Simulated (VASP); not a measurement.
Output of a VASP run:

File OSZICAR:
```
       N       E                     dE             d eps       ncg     rms          rms(c)
DAV:   1     0.344024285229E+02    0.34402E+02   -0.63910E+03  1344   0.128E+03
DAV:   2    -0.977125712504E+01   -0.44174E+02   -0.43147E+02  1433   0.222E+02
DAV:   3    -0.109772602538E+02   -0.12060E+01   -0.12030E+01  1687   0.342E+01
DAV:   4    -0.109934313794E+02   -0.16171E-01   -0.16164E-01  1682   0.384E+00
DAV:   5    -0.109935516632E+02   -0.12028E-03   -0.12026E-03  1700   0.247E-01    0.423E+00
DAV:   6    -0.105184085466E+02    0.47514E+00   -0.24144E+00  1342   0.123E+01    0.131E+00
DAV:   7    -0.105078308982E+02    0.10578E-01   -0.17874E-02  1763   0.147E+00    0.778E-01
DAV:   8    -0.105027884453E+02    0.50425E-02   -0.88797E-03  1920   0.128E+00    0.842E-02
DAV:   9    -0.105027882963E+02    0.14901E-06   -0.58978E-04  1406   0.287E-01    0.356E-02
DAV:  10    -0.105027980890E+02   -0.97928E-05   -0.39650E-05  1539   0.609E-02    0.403E-03
DAV:  11    -0.105027979112E+02    0.17779E-06   -0.78155E-07  1179   0.121E-02
   1 F= -.10502798E+02 E0= -.10502798E+02  d E =-.105028E+02
```

**OUTCAR**
```
------------------------ aborting loop because EDIFF is reached ----------------------------------------
  FORCE on cell =-STRESS in cart. coord.  units (eV):
  Direction    XX          YY          ZZ          XY          YZ          ZX
  --------------------------------------------------------------------------------------
  Total       -0.0182595     -0.0182595     -0.0182595     -0.0000000     -0.0000000      0.0000000
  in kB       -1.9709510     -1.9709510     -1.9709510     -0.0000000     -0.0000000      0.0000000
  external PRESSURE =      -1.9709510 kB  Pullay stress =       0.0000000 kB
  volume of cell :       14.84
      direct lattice vectors                 reciprocal lattice vectors
     0.000000000  1.950584979  1.950584979    -0.256333359  0.256333359  0.256333359
     1.950584979  0.000000000  1.950584979     0.256333359 -0.256333359  0.256333359
     1.950584979  1.950584979  0.000000000     0.256333359  0.256333359 -0.256333359
  FREE ENERGIE OF THE ION-ELECTRON SYSTEM (eV)
  ---------------------------------------------------
  free  energy   TOTEN  =       -10.5027979112 eV

  energy  without entropy=      -10.5027979112  energy(sigma->0) =      -10.50279791

 reached required accuracy - stopping structural energy minimisation
```
(Selected blocks of OUTCAR.)

POSCAR:
```
LiF
1
    0.0000000000     1.9505849790     1.9505849790
    1.9505849790     0.0000000000     1.9505849790
    1.9505849790     1.9505849790    -0.0000000000
Li F
1 1
Direct
  0.0000000000   1.0000000000   1.0000000000
  0.5000000000   0.5000000000   0.5000000000
```

### Question
Write an INCAR and KPOINTS that could have produced this output.

### Answer
This is not unique; one that fits is the input of the run itself, LDA (Ceperley-Alder, Perdew-Zunger), plane waves, VASP's LDA PAW potentials (set 64).

**INCAR**
```
SYSTEM = LiF
PREC = Accurate
ENCUT = 620
EDIFF = 1E-6
NELM = 100
ALGO = Normal
LREAL = .FALSE.
LASPH = .TRUE.
ISMEAR = 0
SIGMA = 0.05
LWAVE = .FALSE.
LCHARG = .FALSE.
IBRION = 2
ISIF = 3
NSW = 40
EDIFFG = -0.02
```

**KPOINTS**
```
Automatic mesh
0
Gamma
12 12 12
0 0 0
```

POTCAR, in this order: Li_sv F (LDA.64 set). Program: vasp_std.

The compound is LiF in the rock salt structure. It was relaxed first, which changed the volume by -9 %.
